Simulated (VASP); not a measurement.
OSZICAR of a VASP run on GaN (relaxed from the zinc blende structure, space group F-43m):

File OSZICAR:
```
       N       E                     dE             d eps       ncg     rms          rms(c)
DAV:   1     0.915206065612E+02    0.91521E+02   -0.10898E+04  1342   0.280E+03
DAV:   2    -0.719846916236E+01   -0.98719E+02   -0.92954E+02  1362   0.388E+02
DAV:   3    -0.148487757946E+02   -0.76503E+01   -0.75976E+01  1352   0.966E+01
DAV:   4    -0.149991653594E+02   -0.15039E+00   -0.15014E+00  1452   0.141E+01
DAV:   5    -0.150012604650E+02   -0.20951E-02   -0.20949E-02  1370   0.153E+00    0.741E+00
DAV:   6    -0.131197782970E+02    0.18815E+01   -0.51387E+00  1878   0.514E+01    0.264E+00
DAV:   7    -0.131120422060E+02    0.77361E-02   -0.35155E-01  1227   0.723E+00    0.171E+00
DAV:   8    -0.130937854110E+02    0.18257E-01   -0.53858E-02  1471   0.378E+00    0.603E-01
DAV:   9    -0.130903289088E+02    0.34565E-02   -0.16599E-02  1865   0.341E+00    0.144E-01
DAV:  10    -0.130903840781E+02   -0.55169E-04   -0.13967E-03  1515   0.656E-01    0.475E-02
DAV:  11    -0.130903674205E+02    0.16658E-04   -0.13926E-04  1813   0.209E-01    0.130E-02
DAV:  12    -0.130903690993E+02   -0.16788E-05   -0.99413E-06  1357   0.479E-02    0.365E-03
DAV:  13    -0.130903689979E+02    0.10136E-06   -0.36996E-07   666   0.741E-03
   1 F= -.11740510E+02 E0= -.11740510E+02  d E =-.117405E+02
```

Problem. Which electronic solver shows in the log?

Solution. It is blocked Davidson (ALGO = Normal, or the opening steps of other solvers). The INCAR had ALGO = Normal.

Problem. Can the final energy be trusted as converged?

Solution. Self-consistency was reached. It stopped with EDIFF = 1E-6, NELM = 100, NSW = 40 and EDIFFG = -0.02 after 1 ionic step (PBEsol GGA, plane waves, VASP's PBE PAW potentials (set 64)).

The structure was generated: GaN was put into the zinc blende type (F-43m), which need not be its known phase. It was relaxed first under an external pressure of 10 GPa.
